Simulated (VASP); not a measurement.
Computed with G0W0 on PBE orbitals, VASP's PBE PAW potentials (set 64) (plane waves; VASP).

Input for VASP

File KPOINTS:
```
Automatic mesh
0
gamma
  4 4 4
```

POSCAR:
```
CsCl
1
    4.1200000000     0.0000000000     0.0000000000
    0.0000000000     4.1200000000     0.0000000000
    0.0000000000     0.0000000000     4.1200000000
Cs Cl
1 1
Direct
  0.0000000000   0.0000000000   0.0000000000
  0.5000000000   0.5000000000   0.5000000000
```

### INCAR
```
# general
SYSTEM      = CsCl
PREC        = Normal
ENCUT       = 500
LREAL       = .FALSE.
LASPH       = .TRUE.
NBANDS      = 64

# electronic loop
ALGO        = EVGW0

# smearing
ISMEAR      = 0
SIGMA       = 0.01

# functional
GGA         = PE

# output
LWAVE       = .FALSE.
LCHARG      = .FALSE.

# other
NELMGW      = 1
NOMEGA      = 64
ENCUTGW     = 150
NBANDSGW    = 16
LSPECTRALGW = .TRUE.
```

POTCAR, in this order: Cs_sv_GW Cl_GW (PBE.64 set). Program: vasp_std. Read from the step before: WAVECAR, WAVEDER.

What VASP printed:

OSZICAR:
```
energies w=
    0.000    0.000    0.561    0.000    1.120    0.000    1.677    0.000
    2.230    0.000    2.779    0.000    3.322    0.000    3.858    0.000
    4.388    0.000    4.911    0.000    5.427    0.000    5.935    0.000
    6.437    0.000    6.931    0.000    7.420    0.000    7.903    0.000
    8.380    0.000    8.854    0.000    9.324    0.000    9.791    0.000
   10.257    0.000   10.721    0.000   11.187    0.000   11.653    0.000
   12.122    0.000   12.595    0.000   13.072    0.000   13.556    0.000
   14.048    0.000   14.550    0.000   15.062    0.000   15.588    0.000
   16.129    0.000   16.688    0.000   17.267    0.000   17.868    0.000
   18.496    0.000   19.154    0.000   19.846    0.000   20.576    0.000
   21.351    0.000   22.178    0.000   23.062    0.000   24.014    0.000
   25.044    0.000   26.165    0.000   27.394    0.000   28.747    0.000
   30.249    0.000   31.929    0.000   33.824    0.000   35.981    0.000
   38.462    0.000   41.349    0.000   44.753    0.000   48.829    0.000
   53.798    0.000   59.988    0.000   67.909    0.000   78.396    0.000
   92.916    0.000  114.313    0.000  148.918    0.000  214.237    0.000
NQ=   1    0.0000    0.0000    0.0000,
 performed         77000 updates of chi_q(r,r)
NQ=   2    0.2500    0.0000    0.0000,
 performed        220000 updates of chi_q(r,r)
NQ=   3    0.5000    0.0000    0.0000,
 performed        328000 updates of chi_q(r,r)
NQ=   4    0.2500    0.2500    0.0000,
 performed        500000 updates of chi_q(r,r)
NQ=   5    0.5000    0.2500    0.0000,
 performed        672000 updates of chi_q(r,r)
NQ=   6    0.5000    0.5000    0.0000,
 performed        778000 updates of chi_q(r,r)
NQ=   7    0.2500    0.2500    0.2500,
 performed        909000 updates of chi_q(r,r)
NQ=   8    0.5000    0.2500    0.2500,
 performed       1068000 updates of chi_q(r,r)
NQ=   9    0.5000    0.5000    0.2500,
 performed       1207000 updates of chi_q(r,r)
NQ=  10    0.5000    0.5000    0.5000,
 performed       1284000 updates of chi_q(r,r)
 resolving degeneracies of screened two electron integrals
```

File OUTCAR:
```


 k-point   1 :       0.0000    0.0000    0.0000
  band No.  KS-energies  QP-energies   sigma(KS)   V_xc(KS)     V^pw_x(r,r')   Z            occupation Imag(sigma)

      1     -18.8690     -19.5160     -15.2179     -14.2537     -22.7713       0.6710       2.0000       1.1897
      2     -11.6934     -12.4385     -16.3974     -15.2173     -24.3327       0.6315       2.0000       0.9369
      3      -5.3589      -7.0515     -15.1286     -13.0379     -17.5688       0.8095       2.0000       0.0668
      4      -5.3589      -7.0515     -15.1286     -13.0379     -17.5688       0.8095       2.0000       0.0668
      5      -5.3589      -7.0515     -15.1286     -13.0379     -17.5688       0.8095       2.0000       0.0668
      6       0.4873      -0.7945     -15.8192     -14.1862     -18.4988       0.7849       2.0000       0.0663
      7       0.4873      -0.7945     -15.8192     -14.1862     -18.4988       0.7849       2.0000       0.0663
      8       0.4873      -0.7945     -15.8192     -14.1862     -18.4988       0.7849       2.0000       0.0663
      9       5.7692       6.6880      -6.6455      -7.7230      -3.6028       0.8526       0.0000      -0.0482
     10       5.8902       6.9595      -6.3134      -7.5687      -3.4711       0.8518       0.0000      -0.0477
     11       5.8902       6.9595      -6.3134      -7.5687      -3.4711       0.8518       0.0000      -0.0477
     12      10.5264      12.3832      -7.6111      -9.8390      -4.4977       0.8334       0.0000      -0.0642
     13      10.5264      12.3832      -7.6111      -9.8390      -4.4977       0.8334       0.0000      -0.0642
     14      10.5264      12.3832      -7.6111      -9.8390      -4.4977       0.8334       0.0000      -0.0642
     15      13.6282      15.2401      -7.1312      -9.0961      -3.7391       0.8203       0.0000      -0.1112
     16      13.6282      15.2401      -7.1312      -9.0961      -3.7391       0.8203       0.0000      -0.1112

 k-point   2 :       0.2500    0.0000    0.0000
  band No.  KS-energies  QP-energies   sigma(KS)   V_xc(KS)     V^pw_x(r,r')   Z            occupation Imag(sigma)

      1     -18.8280     -19.4746     -15.2627     -14.2948     -22.7856       0.6681       2.0000       1.1621
      2     -11.7145     -12.4644     -16.3509     -15.1595     -24.2785       0.6294       2.0000       0.9294
      3      -5.6442      -7.3677     -14.9542     -12.8245     -17.4215       0.8093       2.0000       0.0698
      4      -5.2887      -6.9704     -15.1799     -13.1088     -17.5900       0.8120       2.0000       0.0636
      5      -5.2887      -6.9704     -15.1799     -13.1088     -17.5900       0.8120       2.0000       0.0636
      6      -0.1607      -1.5569     -14.9225     -13.1406     -17.5697       0.7836       2.0000       0.0718
      7       0.3734      -0.9353     -15.6771     -14.0081     -18.3716       0.7841       2.0000       0.0676
      8       0.3734      -0.9353     -15.6771     -14.0081     -18.3716       0.7841       2.0000       0.0676
      9       6.2873       7.4069      -6.3473      -7.6640      -3.4417       0.8503       0.0000      -0.0496
     10       6.9153       8.0462      -7.3819      -8.7254      -4.4103       0.8418       0.0000      -0.0511
     11       7.3492       8.4865      -6.7549      -8.0989      -3.7302       0.8462       0.0000      -0.0534
     12      10.1413      11.8710      -7.5413      -9.6200      -4.3868       0.8321       0.0000      -0.0656
     13      10.1413      11.8710      -7.5413      -9.6200      -4.3868       0.8321       0.0000      -0.0656
     14      10.8624      12.7611      -7.6440      -9.9306      -4.4608       0.8304       0.0000      -0.0689
     15      11.0080      12.3583      -6.3088      -7.9321      -2.9280       0.8318       0.0000      -0.0724
     16      13.2521      15.0606      -7.2461      -9.4852      -3.5038       0.8077       0.0000      -0.1082

 k-point   3 :       0.5000    0.0000    0.0000
  band No.  KS-energies  QP-energies   sigma(KS)   V_xc(KS)     V^pw_x(r,r')   Z            occupation Imag(sigma)

      1     -18.7860     -19.4359     -15.3055     -14.3379     -22.8009       0.6716       2.0000       1.1376
      2     -11.7399     -12.4979     -16.2938     -15.0889     -24.2112       0.6291       2.0000       0.9210
      3      -5.8901      -7.6347     -14.8568     -12.6979     -17.3627       0.8081       2.0000       0.0733
      4      -5.2153      -6.8851     -15.2361     -13.1865     -17.6136       0.8147       2.0000       0.0602
      5      -5.2153      -6.8851     -15.2361     -13.1865     -17.6136       0.8147       2.0000       0.0602
      6      -0.6789      -2.1733     -14.4232     -12.5102     -17.1274       0.7812       2.0000       0.0800
      7       0.2530      -1.0779     -15.5213     -13.8153     -18.2310       0.7802       2.0000       0.0692
      8       0.2530      -1.0779     -15.5213     -13.8153     -18.2310       0.7802       2.0000       0.0692
      9       6.9159       8.1452      -6.4518      -7.9041      -3.4307       0.8464       0.0000      -0.0539
     10       8.1183       9.4654      -7.9638      -9.5857      -4.9166       0.8306       0.0000      -0.0589
     11       9.3762      10.4785      -7.1029      -8.4213      -3.8691       0.8361       0.0000      -0.0650
     12       9.4737      10.6094      -6.0845      -7.4302      -2.9125       0.8439       0.0000      -0.0590
     13      10.0211      11.7160      -7.7560      -9.8036      -4.5769       0.8278       0.0000      -0.0685
     14      10.0211      11.7160      -7.7560      -9.8036      -4.5769       0.8278       0.0000      -0.0685
     15      11.3758      13.3447      -7.7294     -10.1195      -4.4370       0.8238       0.0000      -0.0782
     16      12.1524      13.8280      -6.9811      -9.0154      -3.4962       0.8237       0.0000      -0.0796

 k-point   4 :       0.2500    0.2500    0.0000
  band No.  KS-energies  QP-energies   sigma(KS)   V_xc(KS)     V^pw_x(r,r')   Z            occupation Imag(sigma)

      1     -18.7899     -19.4379     -15.3034     -14.3325     -22.8003       0.6674       2.0000       1.1413
      2     -11.6937     -12.4468     -16.3746     -15.1815     -24.2974       0.6313       2.0000       0.9257
      3      -5.7703      -7.5300     -14.8003     -12.6136     -17.3157       0.8047       2.0000       0.0774
      4      -5.5772      -7.2905     -15.0073     -12.8962     -17.4488       0.8115       2.0000       0.0666
      5      -5.2311      -6.9037     -15.2255     -13.1692     -17.6175       0.8134       2.0000       0.0616
      6      -0.2048      -1.6162     -14.9499     -13.1436     -17.6399       0.7814       2.0000       0.0734
      7       0.2368      -1.0853     -15.5501     -13.8620     -18.2180       0.7832       2.0000       0.0676
      8       0.3581      -0.9555     -15.6673     -13.9896     -18.3721       0.7830       2.0000       0.0680
      9       6.7724       7.9560      -6.7823      -8.1804      -3.8361       0.8465       0.0000      -0.0512
     10       7.3962       8.5222      -6.8242      -8.1549      -3.7934       0.8462       0.0000      -0.0522
     11       8.0527       9.3691      -6.9556      -8.5242      -3.9034       0.8392       0.0000      -0.0580
     12       9.2556      10.8441      -7.1702      -9.0608      -4.1353       0.8402       0.0000      -0.0571
     13       9.7032      11.1573      -7.5423      -9.2992      -4.2836       0.8276       0.0000      -0.0688
     14      10.3974      12.1346      -7.6181      -9.7171      -4.4042       0.8276       0.0000      -0.0700
     15      11.5610      13.0201      -6.6267      -8.3927      -3.1217       0.8262       0.0000      -0.0790
     16      12.8321      14.4800      -6.7126      -8.7384      -3.0035       0.8134       0.0000      -0.1022

 k-point   5 :       0.5000    0.2500    0.0000
  band No.  KS-energies  QP-energies   sigma(KS)   V_xc(KS)     V^pw_x(r,r')   Z            occupation Imag(sigma)

      1     -18.7511     -19.4026     -15.3410     -14.3717     -22.8157       0.6722       2.0000       1.1237
      2     -11.6749     -12.4305     -16.3921     -15.1963     -24.3086       0.6319       2.0000       0.9207
      3      -6.0093      -7.7925     -14.7175     -12.5041     -17.2695       0.8056       2.0000       0.0814
      4      -5.7134      -7.4656     -14.8339     -12.6599     -17.3313       0.8060       2.0000       0.0750
      5      -5.1716      -6.8364     -15.2745     -13.2338     -17.6474       0.8158       2.0000       0.0596
      6      -0.2801      -1.6940     -14.9661     -13.1580     -17.6432       0.7819       2.0000       0.0731
      7       0.1372      -1.2084     -15.4263     -13.7057     -18.1123       0.7821       2.0000       0.0692
      8       0.3373      -0.9802     -15.6414     -13.9543     -18.3542       0.7809       2.0000       0.0684
      9       6.9252       8.1265      -6.7345      -8.1546      -3.7720       0.8459       0.0000      -0.0518
     10       7.4337       8.6268      -6.9555      -8.3666      -3.9972       0.8454       0.0000      -0.0512
     11       9.0237      10.4272      -7.2546      -8.9400      -4.0364       0.8327       0.0000      -0.0660
     12       9.1190      10.6836      -7.3290      -9.1951      -4.2998       0.8384       0.0000      -0.0577
     13       9.3392      10.9145      -7.1583      -9.0354      -4.1029       0.8392       0.0000      -0.0581
     14      10.7098      11.9591      -6.9600      -8.4717      -3.5732       0.8264       0.0000      -0.0746
     15      12.0346      13.5525      -6.9044      -8.7629      -3.3348       0.8168       0.0000      -0.0899
     16      12.3061      13.9979      -7.1278      -9.2004      -3.5804       0.8163       0.0000      -0.0910

 k-point   6 :       0.5000    0.5000    0.0000
  band No.  KS-energies  QP-energies   sigma(KS)   V_xc(KS)     V^pw_x(r,r')   Z            occupation Imag(sigma)

      1     -18.7155     -19.3665     -15.3725     -14.4067     -22.8313       0.6741       2.0000       1.1128
      2     -11.6070     -12.3610     -16.4976     -15.3143     -24.4169       0.6372       2.0000       0.9211
      3      -6.1353      -7.9565     -14.5639     -12.2927     -17.1605       0.8018       2.0000       0.0905
      4      -6.1353      -7.9565     -14.5639     -12.2927     -17.1605       0.8018       2.0000       0.0905
      5      -5.1269      -6.7858     -15.3149     -13.2832     -17.6832       0.8165       2.0000       0.0590
...
```
(Selected blocks of OUTCAR.)

The mesh is coarse and the basis finite, so the quasiparticle values are not converged.

The compound is CsCl in the CsCl type structure. The cell was not relaxed at this level.
